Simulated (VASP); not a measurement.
Given:

```
CELL_PARAMETERS angstrom
      2.76819     0.00000     0.00000
     -1.38409     2.39732     0.00000
      0.00000     0.00000     4.84497
ATOMIC_POSITIONS crystal
  Li 0.00000 0.00000 0.00000
  Li 0.00000 0.00000 0.50000
  H  0.33333 0.66667 0.25000
  H  0.66667 0.33333 0.75000
```

Computed with r2SCAN meta-GGA, VASP's PBE PAW potentials (set 64) (plane waves; VASP). Run with 520 eV cut-off, 10×10×5 Γ-centred mesh, tetrahedra with Blöchl corrections, potentials Li_sv H.

The path is coarsely sampled, so an indirect gap can come out somewhat too large.

Question: Estimate the energy per atom (σ→0), band gap (over mesh and band path) with the smallest direct gap where there is one.

Answer: 
```json
{
  "band gap (over mesh and band path)": "5.00 eV",
  "smallest direct gap (over mesh and band path)": "5.63 eV",
  "energy per atom (σ→0)": "-3.355 eV/atom"
}
```

Total energies compare only between runs with the same potentials, cut-off and functional.

The structure was generated: LiH was put into the NiAs type type (P6_3/mmc), which need not be its known phase. It was relaxed first, which changed the volume by +64 %.
